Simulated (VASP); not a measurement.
The system is Hf2ZrGe3.

```
Zr Hf Ge
1.0
     4.05722    0.00000    0.00000
    -2.02861    3.51365    0.00000
     0.00000    0.00000    8.54443
Zr Hf Ge
1 2 3
Direct
  0.66667 0.33333 0.00000
  0.33333 0.66667 0.24624
  0.33333 0.66667 0.75376
  0.66667 0.33333 0.50000
  0.00000 0.00000 0.00000
  0.00000 0.00000 0.50000
```

The cell was built by a generator and needn't be a form met in nature.

- Program: VASP 6.6.1
- Task: relaxation of cell and atoms
- Functional: PBE
- Potentials or basis: VASP PAW PBE potentials, release 64 (Zr_sv, Hf_pv, Ge_d)
- Cutoff: 520 eV
- k mesh: 5 × 5 × 2
- Occupations: gaussian, width 0.15 eV
- Spin: no spin polarisation

At the start: pressure 12.9 GPa; volume 20.30 Å³/atom.

How do energy, volume and symmetry change on relaxing?

Over 14 steps the energy falls by 660.4 meV/atom and the volume is 19.26 Å³/atom (-5.1 %); space group P-6m2 (No. 187, to 0.05 Å).

The path:
```csv
step,energy change (eV),largest force (eV/Å),pressure (GPa),volume (Å³)
1,0.0000,0.5689,12.93,121.81
2,-0.6437,0.4558,-11.07,151.98
3,-1.0116,0.5255,-5.15,138.44
4,-1.9636,0.9829,-4.83,131.65
5,-2.9989,0.8815,-3.30,123.56
6,-2.5097,2.0693,10.59,103.73
7,-3.6968,0.5291,1.15,117.58
8,-3.8663,0.5736,4.13,110.94
9,-3.9297,0.1200,2.18,113.30
10,-3.9288,0.2306,2.23,112.68
11,-3.9000,0.3492,-1.61,116.90
12,-3.9440,0.2840,0.71,114.32
13,-3.9588,0.0520,-0.55,115.77
14,-3.9621,0.0100,-0.16,115.57
```

Final structure:
```yaml
crystal:
  lattice:
    - [4.72941, 0.00000, 0.00000]
    - [-2.36471, 4.09579, 0.00000]
    - [0.00000, 0.00000, 5.96599]
  atoms:
    - { symbol: Zr, position: [0.66667, 0.33333, 0.00000] }
    - { symbol: Hf, position: [0.33333, 0.66667, 0.25608] }
    - { symbol: Hf, position: [0.33333, 0.66667, 0.74391] }
    - { symbol: Ge, position: [0.66667, 0.33333, 0.50000] }
    - { symbol: Ge, position: [0.00000, 0.00000, 0.00000] }
    - { symbol: Ge, position: [0.00000, 0.00000, 0.50000] }
```

Caveat: the k mesh is coarse (spacing up to 0.37 Å⁻¹), so the values aren't converged.
